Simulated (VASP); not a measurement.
Method: LDA (Ceperley-Alder, Perdew-Zunger), VASP's LDA PAW potentials (set 64) (plane waves; VASP).

A VASP calculation is set up with these files.

**KPOINTS**
```
K-points
0
Gamma
4 4 4
```

POSCAR:
```
Nb3Pb
1.0
  5.3330000000   0.0000000000   0.0000000000
  0.0000000000   5.3330000000   0.0000000000
  0.0000000000   0.0000000000   5.3330000000
Pb Nb
2 6
Cartesian
  0.0000000000   0.0000000000   0.0000000000
  2.6665000000   2.6665000000   2.6665000000
  1.3332500000   0.0000000000   2.6665000000
  2.6665000000   3.9997500000   0.0000000000
  3.9997500000   0.0000000000   2.6665000000
  2.6665000000   1.3332500000   0.0000000000
  0.0000000000   2.6665000000   3.9997500000
  0.0000000000   2.6665000000   1.3332500000
```

INCAR:
```
SYSTEM = Nb3Pb
PREC = Accurate
ENCUT = 300
EDIFF = 1E-6
NELM = 100
ALGO = Normal
LREAL = .FALSE.
LASPH = .TRUE.
ISMEAR = -1
SIGMA = 0.136
LMAXMIX = 4
LWAVE = .FALSE.
LCHARG = .FALSE.
ISIF = 3
IBRION = 2
NSW = 50
EDIFFG = -0.01
```

POTCAR, in this order: Pb_d Nb_sv (LDA.64 set). Program: vasp_std.

Q: What will the output report for the number of irreducible k-points (NKPTS), largest plane-wave count, number of space-group operations, FFT grid (NGX, NGY, NGZ)?

A: 
| Item | Value |
|---|---|
| number of irreducible k-points (NKPTS) | 10 |
| largest plane-wave count | 1803 |
| number of space-group operations | 48 |
| FFT grid (NGX, NGY, NGZ) | 30 × 30 × 30 |

The structure comes from a measured Nb3Pb entry (Pm-3n) of the Crystallography Open Database, whose conditions weren't checked. This run relaxes it. Symmetry was kept, so distortions that lower it aren't found. The run is one of a series of settings (EDIFFG = -0.01, IBRION = 2, ISIF = 3, NSW = 50 against the base run), some of them coarse on purpose.
